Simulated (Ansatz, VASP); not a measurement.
# Cross-check of Cu3Ge between VASP and Ansatz, part 2 of 2

Wanted: the spread between two codes on one cell, functional and k mesh. The cell is taken from a series of runs on this material, whose earlier steps may have relaxed, scaled, displaced or heated it; both programs get it as it stands.

VASP 6.6.1 and Ansatz 0.2.0.

So far. Step 2 (VASP: single point, r2SCAN): The run ends at a pressure of 0.59 GPa, with forces up to 0.019 eV/Å.

**3. Ansatz: single point, r2SCAN**

Level of this step: Ansatz beside VASP: Kohn-Sham DFT, plane waves, r2SCAN (Ansatz).

Ansatz runs on its default PAW (the set named soft_2) files.

The same cell, functional, mesh and smearing now go to Ansatz, which takes its cutoff from its data sets.

Input file input.yaml:

```yaml
crystal:
  lattice:
    - [4.1707672, 0.0, 0.0]
    - [0.0, 5.21102834, 0.0]
    - [0.0, 0.0, 4.54115926]
  atoms:
    - { symbol: Ge, position: [0.0, 0.0, 0.1751426] }
    - { symbol: Ge, position: [0.5, 0.5, 0.8248574] }
    - { symbol: Cu, position: [0.0, 0.74831102, 0.66290097] }
    - { symbol: Cu, position: [0.0, 0.25168898, 0.66290097] }
    - { symbol: Cu, position: [0.5, 0.75168898, 0.33709903] }
    - { symbol: Cu, position: [0.5, 0.24831102, 0.33709903] }
    - { symbol: Cu, position: [0.5, 0.0, 0.83668828] }
    - { symbol: Cu, position: [0.0, 0.5, 0.16331172] }
kpoints:
  mp_grid: { grid: [8, 8, 8] }
  band_path:
    path:
      - [0.0, 0.0, 0.0]
      - [0.5, 0.0, 0.0]
      - [0.5, 0.5, 0.0]
      - [0.0, 0.5, 0.0]
      - [0.0, 0.0, 0.0]
      - [0.0, 0.0, 0.5]
      - [0.5, 0.0, 0.5]
      - [0.5, 0.5, 0.5]
      - [0.0, 0.5, 0.5]
      - [0.0, 0.0, 0.5]
    npoints: 5
scf:
  occupations: { method: fermi_dirac, width: 0.05 }
  n_extra_bands: 11
hamiltonian:
  xc: r2scan
  pseudopotentials: { kind: paw }
output:
  forces: true
  stress: true
  dos:
    projected: true
    de: 0.05
    e_range: [-30, 12]
    nscf_kmesh: { grid: [12, 10, 10] }
  fatbands: true
  eigenstates:
    kpoints:
      - [0.0, 0.0, 0.0]
      - [0.0, 0.08313783, -0.04182942]
      - [0.0, 0.16627567, -0.08365883]
      - [0.0, 0.2494135, -0.12548825]
      - [0.0, 0.33255133, -0.16731767]
      - [0.0, 0.41568917, -0.20914708]
      - [0.0, 0.498827, -0.2509765]
      - [0.0, -0.41803517, -0.29280592]
      - [0.0, -0.33489733, -0.33463533]
      - [0.0, -0.2517595, -0.37646475]
      - [0.0, -0.16862167, -0.41829417]
      - [0.0, -0.08548383, -0.46012358]
      - [0.0, -0.002346, 0.498047]
      - [0.0, -0.05777133, 0.41438833]
      - [0.0, -0.11319667, 0.33072967]
      - [0.0, -0.168622, 0.247071]
      - [0.0, -0.22404733, 0.16341233]
      - [0.0, -0.27947267, 0.07975367]
      - [0.0, -0.334898, -0.003905]
      - [0.0, -0.38240529, 0.0678025]
      - [0.0, -0.42991257, 0.13951]
      - [0.0, -0.47741986, 0.2112175]
      - [0.0, 0.47507286, 0.282925]
      - [0.0, 0.42756557, 0.3546325]
      - [0.0, 0.38005829, 0.42634]
      - [0.0, 0.332551, 0.4980475]
      - [0.0, 0.28504371, -0.430245]
      - [0.0, 0.23753643, -0.3585375]
      - [0.0, 0.19002914, -0.28683]
      - [0.0, 0.14252186, -0.2151225]
      - [0.0, 0.09501457, -0.143415]
      - [0.0, 0.04750729, -0.0717075]
      - [-0.08333333, 0.0, 0.0]
      - [-0.16666667, 0.0, 0.0]
      - [-0.25, 0.0, 0.0]
      - [-0.33333333, 0.0, 0.0]
      - [-0.41666667, 0.0, 0.0]
      - [-0.5, 0.0, 0.0]
      - [-0.5, 0.08313783, -0.04182942]
      - [-0.5, 0.16627567, -0.08365883]
      - [-0.5, 0.2494135, -0.12548825]
      - [-0.5, 0.33255133, -0.16731767]
      - [-0.5, 0.41568917, -0.20914708]
      - [-0.5, 0.498827, -0.2509765]
      - [-0.5, -0.41803517, -0.29280592]
      - [-0.5, -0.33489733, -0.33463533]
      - [-0.5, -0.2517595, -0.37646475]
      - [-0.5, -0.16862167, -0.41829417]
      - [-0.5, -0.08548383, -0.46012358]
      - [-0.5, -0.002346, 0.498047]
      - [-0.5, -0.05777133, 0.41438833]
      - [-0.5, -0.11319667, 0.33072967]
      - [-0.5, -0.168622, 0.247071]
      - [-0.5, -0.22404733, 0.16341233]
      - [-0.5, -0.27947267, 0.07975367]
      - [-0.5, -0.334898, -0.003905]
    e_range: [-9.0, 4.0]
    unfold: { supercell_matrix: [[0, 0, -1], [2, 0, 0], [-1, -2, 0]] }
```

Run with:

```console
$ ansatz run input.yaml --threads 4 --pin off --max-ram 10240MiB --backend cpu --events-out ev --progress --plain --runs-dir out
```

Numbers of over 12 decimals in the logs are rounded to 6 here.

The program printed:

```text
scf.n_extra_bands = 11 over 71 filled bands (N_el = 142.0): the run solves 82 bands
Engine: ansatz 0.2.0, x86_64-unknown-linux-gnu
Pseudopotentials: kind: paw
Pseudopotential: Ge, paw, valence charge 14, recommended cutoff 500 eV (meta_gga), Ge.paw.azcp
Pseudopotential: Cu, paw, valence charge 19, recommended cutoff 500 eV (meta_gga), Cu.paw.azcp
Functional definition: r2SCAN
  parameter k0 = 0.174
  parameter k1 = 0.065
  parameter a1 = 4.9479
  exchange = r2scan_x(k0 = k0, k1 = k1, a1 = a1)
  correlation = r2scan_c
Crystal: 8 atoms, lattice volume = 98.697 Å³
Basis set: ecut = 500 eV, 2521 PW (Γ), exchange–correlation on 128×160×144 points (64 copies of the dense FFT grid, shifted against one another)
Bands: 82, of which v1, the nominal top of the filled ones, is band 71 counted from 1 (70 counted from 0)
Symmetry: 8 space group operations
Space group: Pmmn (ITA 59), of the structure as read, at distance tolerance 4.6e-5 Å
k-points: 125 of 512
Non-local potential: Ge, projectors of the file, l = 0: 2, l = 1: 2, l = 2: 3, l = 3: 1
Non-local potential: Cu, projectors of the file, l = 0: 3, l = 1: 2, l = 2: 3, l = 3: 1
PAW form: soft (Blöchl's): semilocal exchange-correlation on the pseudo side does not see the compensation charge
PAW frozen core: Ge, regenerated for the run's functional (the file was generated under x = pbe(κ = 0.804, μ = 0.219515), c = pbe(β = 0.066725))
PAW frozen core: Cu, regenerated for the run's functional (the file was generated under x = pbe(κ = 0.804, μ = 0.219515), c = pbe(β = 0.066725))
PAW one-centre angular grid: Ge, 590 points (default); XC on 160 Gauss nodes
PAW one-centre angular grid: Cu, 590 points (default); XC on 160 Gauss nodes
Initial density: superposition of atomic densities (neutral atoms: chi_scale 0, normalization atom), corrected by the library's trained network
Initial wavefunctions: pseudopotential atomic-orbital guess
Functional: x = r2scan, c = r2scan; τ floored in thin density (d = 2e-4 eV/Å³)
SCF iter   1: F=—  HF=-48393.226856 eV  |F-HF|=—  |Δ(HF+E_count)|=         —  Δρ=3.50e-2  dr2=6.78e-1  dr2_τ=5.68e-3  ethr=1.77e-3  ⟨swp⟩=4.2  Hψ=29493  notcnv=0  defer=155
preconditioner: auto → Kerker (q_TF=auto, 2.899 Å⁻¹)  [metal: Δε(μ)=0.003 eV  Ē_g=13.653 eV  σ=0.050 eV  W_gap=0.02  n_scr=38 (ndim 8)  ℏωp=36.2 eV  f_vac=0.000  D(μ)=2.30/eV (n_scr^D=18)]
SCF iter   2: F=—  HF=-48393.174594 eV  |F-HF|=—  |Δ(HF+E_count)|=   5.23e-2  Δρ=1.09e-2  dr2=4.65e-2  dr2_τ=6.83e-3  ethr=4.78e-4  ⟨swp⟩=2.0  Hψ=17012  notcnv=0  defer=414
SCF iter   3: F=—  HF=-48393.130470 eV  |F-HF|=—  |Δ(HF+E_count)|=   4.41e-2  Δρ=7.97e-3  dr2=4.32e-2  dr2_τ=2.87e-4  ethr=3.27e-5  ⟨swp⟩=2.0  Hψ=19672  notcnv=0  defer=414
SCF iter   4: F=—  HF=-48393.120770 eV  |F-HF|=—  |Δ(HF+E_count)|=   9.70e-3  Δρ=1.52e-3  dr2=1.76e-3  dr2_τ=7.00e-5  ethr=3.04e-5  ⟨swp⟩=1.1  Hψ=11872  notcnv=0  defer=414
SCF iter   5: F=—  HF=-48393.120921 eV  |F-HF|=—  |Δ(HF+E_count)|=   1.50e-4  Δρ=8.78e-4  dr2=4.51e-4  dr2_τ=1.10e-5  ethr=1.24e-6  ⟨swp⟩=2.0  Hψ=15804  notcnv=0  defer=414
SCF iter   6: F=—  HF=-48393.121692 eV  |F-HF|=—  |Δ(HF+E_count)|=   7.72e-4  Δρ=1.52e-3  dr2=1.33e-3  dr2_τ=8.20e-6  ethr=3.18e-7  ⟨swp⟩=2.0  Hψ=18728  notcnv=0  defer=414  recentre
SCF iter   7: F=—  HF=-48393.121544 eV  |F-HF|=—  |Δ(HF+E_count)|=   1.48e-4  Δρ=2.80e-4  dr2=8.27e-5  dr2_τ=9.08e-7  ethr=3.18e-7  ⟨swp⟩=2.0  Hψ=18248  notcnv=0  defer=414
SCF iter   8: F=—  HF=-48393.121559 eV  |F-HF|=—  |Δ(HF+E_count)|=   1.53e-5  Δρ=8.21e-5  dr2=6.21e-6  dr2_τ=1.08e-7  ethr=5.82e-8  ⟨swp⟩=2.0  Hψ=14479  notcnv=0  defer=414
SCF iter   9: F=—  HF=-48393.121560 eV  |F-HF|=—  |Δ(HF+E_count)|=   9.77e-7  Δρ=1.47e-5  dr2=1.52e-7  dr2_τ=4.19e-9  ethr=4.37e-9  ⟨swp⟩=2.0  Hψ=14579  notcnv=0  defer=414
SCF iter  10: F=-48393.121560 eV  HF=-48393.121560 eV  |F-HF|=9.35e-9  |Δ(HF+E_count)|=   1.18e-7  Δρ=6.27e-6  dr2=2.51e-8  dr2_τ=1.95e-10  ethr=7.04e-11  ⟨swp⟩=8.2  Hψ=39197  notcnv=0
SCF 1 converged in 10 iterations: F = -48393.121560 eV  dr2 = 2.51e-8
  greatest PAW one-centre occupation: 1.000 electrons in one spin orbital (limit 2), on the Cu atom at site 7 (counted from 0), in its partial waves of l = 0
NSCF: frozen V_eff on 46 k-points
NSCF: frozen V_eff on 252 k-points
[...]
SCF converged after 10 iterations
Free energy (F): -48393.121560 eV
Harris-Foulkes:  -48393.121560 eV  (|F-HF|=9.35e-9)
Internal energy: -48393.102410 eV  (E = F + TS)
E sigma→0 (E₀):  -48393.111985 eV
Entropy (-TS):   -0.019150 eV (-2.394 meV/atom)
Fermi energy:    16.778797 eV
--- Per-component energies (eV) ---
  E_band       = -2445.382459
  E_kinetic    = 2023.986906
  E_local      = -28763.384250  (includes V_loc(G=0)·N_el)
  E_nonlocal   = 3226.161420
  E_hartree    = 12756.078596
  E_xc         = -642.201322
  E_vxc        = -885.852355  (∫ρ·V_xc dr)
  E_paw        = -14149.003866  (= ΣΔE_a)
  E_vpaw       = -3619.963977  (= ΣTr[D̂ρ^β])
  E_aug_tail   = 0.000827  (compensation charges beyond the density's cutoff)
  E_vtau       = 61.504480  (kinetic-family band-sum trace: ∫τ·v_τ [+ j·A + Jᵃ·Aᵃ] dr)
  E_ewald      = -22840.762542
  E_core_change = -3.978179  (= ΣΔE_core)
  E_smearing   = -0.019150  (= −TS)
  E_closure    = 0.000000  (closes the sum)
  Σ components = -48393.121560   (vs F -48393.121560, Δ=0.00e0)
--- Forces (eV/Å), atoms counted from 1 ---
  atom   1  Ge     0.00000000     0.00000000    -0.01096651
  atom   2  Ge     0.00000000     0.00000000     0.01096651
  atom   3  Cu     0.00000000     0.01281690    -0.00184529
  atom   4  Cu     0.00000000    -0.01281690    -0.00184529
  atom   5  Cu    -0.00000000    -0.01281690     0.00184529
  atom   6  Cu     0.00000000     0.01281690     0.00184529
  atom   7  Cu     0.00000000     0.00000000    -0.02421402
  atom   8  Cu     0.00000000     0.00000000     0.02421402
  max |Σ_I F_I| component: 3.47e-18 eV/Å
--- Stress (GPa, compression-positive) ---
        0.330203       0.000000       0.000000
        0.000000       0.909205       0.000000
        0.000000       0.000000       0.104320
  P = ⅓ Tr σ = 0.4479 GPa (4.479 kbar)
--- Band table (eV; the first three rows and the last of 125) ---
  k-point 0: bands = [... 67 lower, 14.7331, 15.1331, 15.8930, 17.5274, 18.3131, 18.3969, 19.2414, 19.3399, ... 7 higher]
  k-point 1: bands = [... 67 lower, 14.4829, 15.1159, 16.6845, 17.1094, 17.8685, 18.1833, 19.2232, 19.6542, ... 7 higher]
  k-point 2: bands = [... 67 lower, 15.0794, 15.1164, 16.2708, 17.0144, 17.9073, 18.4956, 18.7740, 19.8481, ... 7 higher]
  k-point 124: bands = [... 67 lower, 14.3983, 14.5680, 14.5680, 14.5947, 14.5947, 22.2772, 22.2772, 22.5662, ... 7 higher]
```

Reading the cycles: dr2 is the Hartree energy of the density residual (eV), the measure of convergence; HF is the Harris–Foulkes estimate of the energy, which meets the free energy F at convergence.

**4. Comparison**

Known differences besides the potentials themselves: VASP keeps PBE cores, Ansatz makes them for the functional; the data sets hold 142 valence electrons in Ansatz (on its default PAW (the set named soft_2) files) and 94 in VASP; the cutoff is 500 eV in Ansatz and 660 eV in VASP. Total energies have different zeros and are not compared.

The two programs side by side:

| quantity | Ansatz | VASP | difference |
| --- | --- | --- | --- |
| pressure (GPa) | 0.45 | 0.59 | -0.14 |

At this near-relaxed geometry the largest component of a force difference is 6 meV/Å.

**5. Outcome**

| Quantity | Value |
| --- | --- |
| difference in pressure (single point, r2SCAN) | -0.14 GPa |

**Reading.** The difference in pressure is -0.14 GPa (single point, r2SCAN), within the 1 GPa picked in this series as the mark of a large difference. The data sets hold unlike numbers of valence electrons (142 in Ansatz and 94 in VASP), so part of the differences comes from the potentials. Such differences can come from data sets, numerical settings and the points named under the comparisons, not from the functional's error against experiment.

[Lines on the potential files, build, host, timing and source positions are cut from VASP's logs without a mark.]

[Logs are printed without paths, hosts, clocks, repeated set-up lines and the standing remarks that a program may print on its own settings, such as how far it seeks lower states.]

[Hosts, paths, dates, database ids (printed as entryN), source tags and the programs' standing remarks are cut or masked in the printed files.]
